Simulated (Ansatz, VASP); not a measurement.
## One calculation of Zn3Cl, two programs

```
Zn Cl
1.0
     4.30050    0.00000    0.00000
     0.00000    4.30050    0.00000
     0.00000    0.00000    4.30050
Zn Cl
3 1
Direct
  0.00000 0.50000 0.50000
  0.50000 0.00000 0.50000
  0.50000 0.50000 0.00000
  0.00000 0.00000 0.00000
```

Change from the starting cell: species swapped into the TiPd3 type (Pm-3m, No. 221).

Alike in both runs: functional PBE; k mesh 4 × 4 × 4; occupations gaussian, width 0.1 eV; no spin polarisation.

Ansatz relaxed the structure, and its values are those at the end. VASP's run is a single point on that final structure, the one shown.

```csv
,VASP,Ansatz
version,VASP 6.6.1,Ansatz 0.2.0
potentials or method,"VASP PAW PBE potentials, release 64 (Zn, Cl)","scalar-relativistic, plane waves, PAW"
plane-wave cutoff (eV),520,420
valence electrons in the cell,43,43
```

|  | VASP | Ansatz | Ansatz less VASP |
| --- | --- | --- | --- |
| gap on the k mesh at the Fermi level (eV) | none | none | - |
| pressure (GPa) | 0.2 | 0.1 | -0.06 |

A gap of «none» marks a metal or a gap that the smearing closes.

Caveats: the k mesh is coarse (spacing up to 0.37 Å⁻¹), so the values aren't converged; an odd number of electrons without spin polarisation forces a metal; a magnetic or distorted state may lie lower.
